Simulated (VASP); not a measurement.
Set up this calculation in VASP 6.6.1, as the native input.

- Task: band structure
- Functional: PBEsol
- Potentials or basis: VASP PAW PBE potentials, release 64 (Be, Cd, Te)
- Cutoff: 520 eV
- k mesh: 4 × 4 × 4
- Occupations: gaussian, width 0.03 eV
- Spin: no spin polarisation
- Further INCAR settings: ALGO = Fast; EDIFF = 1e-07; NBANDS = 81

The structure of BeCd7Te8 lies in POSCAR:

```
BeCd7Te8                                
1.0
   -6.3844680926      6.3844680926      0.0000000000
   -6.3844680926      0.0000000000      6.3844680926
    0.0000000000      6.3844680926      6.3844680926
  Be              Cd              Te            
     1     7     8
Direct
     0.0000000000000000    0.0000000000000000    0.0000000000000000
     0.5029560372375393    0.9970439627624607    0.9970439627624607
     0.9970439627624607    0.5029560372375393    0.9970439627624607
     0.9970439627624607    0.9970439627624607    0.5029560372375393
     0.5029560372375393    0.5029560372375393    0.9970439627624607
     0.5029560372375393    0.9970439627624607    0.5029560372375393
     0.9970439627624607    0.5029560372375393    0.5029560372375393
     0.5000000000000000    0.5000000000000000    0.5000000000000000
     0.8857997029754295    0.8857997029754295    0.3426008910737184
     0.3748376188817436    0.8754871433547764    0.3748376188817436
     0.8754871433547764    0.3748376188817436    0.3748376188817436
     0.8857997029754295    0.8857997029754295    0.8857997029754295
     0.3748376188817436    0.3748376188817436    0.3748376188817436
     0.3426008910737184    0.8857997029754295    0.8857997029754295
     0.8857997029754295    0.3426008910737184    0.8857997029754295
     0.3748376188817436    0.3748376188817436    0.8754871433547764
```

The cell was built by a generator and needn't be a form met in nature.

The input as run:

INCAR

```
SYSTEM = BeCd7Te8
PREC     = Accurate       ! precision mode
ENCUT    = 520            ! plane-wave cutoff, eV
EDIFF    = 1E-7           ! SCF threshold, eV
ISMEAR   = 0              ! smearing method
SIGMA    = 0.03           ! smearing width, eV
LREAL    = .FALSE.        ! projectors in reciprocal space
LASPH    = .TRUE.         ! aspherical terms in the spheres
NELM     = 80             ! most SCF steps
ALGO     = Fast           ! electronic algorithm
ISIF     = 2              ! what is computed and relaxed
LWAVE    = .FALSE.        ! write WAVECAR
LCHARG   = .FALSE.        ! write CHGCAR
GGA      = PS             ! functional
NBANDS   = 81             ! bands
ICORELEVEL= 1            
KPAR     = 2
```

KPOINTS

```
regular mesh
0
G
  4 4 4
  0 0 0
```

KPOINTS_OPT

```
explicit points
6
Reciprocal
 0.0000000000  0.0000000000  0.0000000000 1
 0.3750000000  0.3750000000  0.7500000000 1
 0.5000000000  0.5000000000  0.5000000000 1
 0.6250000000  0.2500000000  0.6250000000 1
 0.5000000000  0.2500000000  0.7500000000 1
 0.5000000000  0.0000000000  0.5000000000 1
```

Potentials or basis: VASP PAW PBE potentials, release 64 (Be, Cd, Te).

Command:

```sh
$ cat potpaw_PBE.64/Be/POTCAR potpaw_PBE.64/Cd/POTCAR potpaw_PBE.64/Te/POTCAR > POTCAR
$ mpirun -np 2 vasp_std > vasp.out
```

It gave:

| Item | Value |
| --- | --- |
| Pressure | 0.1 GPa |
| Largest force | 0.005 eV/Å |
| Band gap on the k mesh | 0.86 eV, direct |
| Band gap along the path | 0.86 eV, direct |

Caveat: the PAW data sets were made with another functional, which shifts forces and pressure a little; spin-orbit coupling is left out, which moves the levels of the heavy elements.

Wall time 5.8 min on 2 MPI ranks on Intel(R) Xeon(R) 6975P-C (Granite Rapids), on a shared host, peak memory 1 GiB a rank.
